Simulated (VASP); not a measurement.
Set up this calculation in VASP 6.6.1, as the native input.

```yaml
Task: band structure
Functional: PBE
Potentials_or_basis: VASP PAW PBE potentials, release 64 (W_sv, C)
Cutoff: 520 eV
k_mesh: 8 × 8 × 10
Occupations: gaussian, width 0.1 eV
Spin: no spin polarisation
Further_INCAR_settings: ALGO = Normal; EDIFF = 1e-07; NBANDS = 28
```

The structure of W2C3 lies in POSCAR:

```
W2C3
1.0
    2.8520700000     -3.1343100000      0.0000000000
    2.8520700000      3.1343100000      0.0000000000
    0.0000000000      0.0000000000      2.9963100000
W C
2 3
Direct
    0.5000000000      0.0000000000      0.5000000000
    0.0000000000      0.5000000000      0.5000000000
    0.6140920000      0.3859080000      0.0000000000
    0.3859080000      0.6140920000      0.0000000000
    0.0000000000      0.0000000000      0.5000000000
```

The cell was built by a generator and needn't be a form met in nature.

One way to write it, as run:

INCAR

```
SYSTEM = W2C3
  ALGO = Normal
  EDIFF = 1E-7
  ENCUT = 520
  GGA = PE
  ISIF = 2
  ISMEAR = 0
  LASPH = .True.
  LCHARG = .False.
  LMAXMIX = 4
  LREAL = .False.
  LWAVE = .False.
  NBANDS = 28
  NELM = 80
  PREC = Accurate
  SIGMA = 0.1
```

KPOINTS

```
k-points
0
Gamma
  8 8 10
  0 0 0
```

KPOINTS_OPT

```
path GXSRAZGYX1A1TY,ZT
20
line-mode
reciprocal
 0.0000000000  0.0000000000  0.0000000000  G
 0.4570029206  0.4570029206  0.0000000000  X

 0.4570029206  0.4570029206  0.0000000000  X
 0.0000000000  0.5000000000  0.0000000000  S

 0.0000000000  0.5000000000  0.0000000000  S
 0.0000000000  0.5000000000  0.5000000000  R

 0.0000000000  0.5000000000  0.5000000000  R
 0.4570029206  0.4570029206  0.5000000000  A

 0.4570029206  0.4570029206  0.5000000000  A
 0.0000000000  0.0000000000  0.5000000000  Z

 0.0000000000  0.0000000000  0.5000000000  Z
 0.0000000000  0.0000000000  0.0000000000  G

 0.0000000000  0.0000000000  0.0000000000  G
-0.5000000000  0.5000000000  0.0000000000  Y

-0.5000000000  0.5000000000  0.0000000000  Y
-0.4570029206  0.5429970794  0.0000000000  X1

-0.4570029206  0.5429970794  0.0000000000  X1
-0.4570029206  0.5429970794  0.5000000000  A1

-0.4570029206  0.5429970794  0.5000000000  A1
-0.5000000000  0.5000000000  0.5000000000  T

-0.5000000000  0.5000000000  0.5000000000  T
-0.5000000000  0.5000000000  0.0000000000  Y

 0.0000000000  0.0000000000  0.5000000000  Z
-0.5000000000  0.5000000000  0.5000000000  T
```

Potentials or basis: VASP PAW PBE potentials, release 64 (W_sv, C).

Launch:

```console
$ cat potpaw_PBE.64/W_sv/POTCAR potpaw_PBE.64/C/POTCAR > POTCAR
$ mpirun -np 1 vasp_std > vasp.out
```

Results of the run:

```yaml
Pressure: 0.0 GPa
Largest_force: 0.005 eV/Å
Band_gap_along_the_path: none (metal or under the smearing width)
```

Caveat: spin-orbit coupling is left out, which moves the levels of the heavy elements.

Wall time 6.3 min on 1 thread of AMD EPYC 7R13 Processor (Zen 3), with other jobs on the host, peak memory 0.34 GiB.
